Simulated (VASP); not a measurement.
Consider the following.

```
MnSi
1.0
    4.31069     0.00000     0.00000
    0.00000     4.31069     0.00000
    0.00000     0.00000     4.31069
Mn Si
4 4
Direct
  0.85999   0.64001   0.35999
  0.35999   0.85999   0.64001
  0.14001   0.14001   0.14001
  0.64001   0.35999   0.85999
  0.15360   0.34640   0.65360
  0.65360   0.15360   0.34640
  0.84640   0.84640   0.84640
  0.34640   0.65360   0.15360
```
Starting moments (μB, in the order of the record's atoms Mn Mn Mn Mn Si Si Si Si): 0.9 0.9 0.9 0.9 0.0 0.0 0.0 0.0.

These are PBEsol GGA, VASP's PBE PAW potentials (set 64) (plane waves; VASP) values and carry that method's errors. Numerical set-up: 500 eV cut-off, 7×7×7 Γ-centred mesh, first-order Methfessel-Paxton smearing of 0.10 eV, potentials Mn_pv Si.

Energy and stress use the plane-wave basis of the starting cell. The moments were started parallel, and other spin orders were not tried in this run.

### Question
The ions, cell shape and volume at an external pressure of 45.0 GPa are relaxed. Which structure does the run end with?

### Answer

```
MnSi
1.0
    4.25216     0.00000     0.00000
    0.00000     4.25216     0.00000
    0.00000     0.00000     4.25216
Mn Si
4 4
Cartesian
  3.65212   2.72612   1.52604
  1.52604   3.65212   2.72612
  0.60004   0.60004   0.60004
  2.72612   1.52604   3.65212
  0.65175   1.47433   2.77783
  2.77783   0.65175   1.47433
  3.60041   3.60041   3.60041
  1.47433   2.77783   0.65175
```
Space group P2_13 (198), at a tolerance of 0.03 Å. The cell ends with 0.00 μB, on the sites 0.00 0.00 0.00 0.00 0.00 0.00 0.00 0.00 μB.

### Question
How do energy and volume change from the first to the last step?

### Answer
The energy (σ→0) changes by +95.8 meV/atom and the volume by -4.0 %, in 5 ionic steps.

The compound is MnSi in the B20 structure. This run relaxes it under an external pressure of 45 GPa. Symmetry was kept, so distortions that lower it aren't found.
